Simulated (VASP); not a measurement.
Data:

```xyz
3
Lattice="0.0000 3.8924 3.8924 3.8924 0.0000 3.8924 3.8924 3.8924 0.0000" Properties=species:S:1:pos:R:3 pbc="T T T"
Pb     0.0000     0.0000     0.0000
I      1.9462     1.9462     1.9462
I      5.8386     5.8386     5.8386
```

Computed with PBEsol GGA, VASP's PBE PAW potentials (set 64) (plane waves; VASP 6.6.1). Numerical set-up: 400 eV cut-off, Gaussian smearing of 0.050 eV, potentials Pb_d I.

Unless said otherwise, spin-orbit coupling is left out, though it shifts the bands of the heavy elements here.

**Question.** Give the energies of bands 8 to 17 at the high-symmetry points, in eV from the valence-band maximum.

**Answer.** 
| band | Γ | X | U | L | W |
|---|---|---|---|---|---|
| 8 | -6.61 | -8.08 | -8.03 | -7.58 | -8.07 |
| 9 | -2.37 | -3.57 | -3.44 | -2.52 | -3.77 |
| 10 | -2.37 | -3.57 | -3.32 | -2.52 | -2.33 |
| 11 | -2.37 | -1.95 | -1.53 | -2.44 | -2.33 |
| 12 | -1.33 | -0.30 | -1.28 | -1.75 | -1.55 |
| 13 | -1.33 | -0.30 | -0.73 | -1.75 | -0.16 |
| 14 | -1.33 | 0.00 | -0.11 | -0.55 | -0.15 |
| 15 | 1.83 | 1.91 | 3.03 | 3.13 | 3.14 |
| 16 | 1.83 | 3.99 | 3.40 | 3.13 | 3.33 |
| 17 | 1.83 | 3.99 | 3.57 | 3.88 | 3.33 |

The gap is indirect, 1.53 eV, from the valence maximum at X to the conduction minimum at Γ-X at 0.43.

The structure was generated: PbI2 was put into the fluorite type (Fm-3m), which need not be its known phase. It was relaxed first.
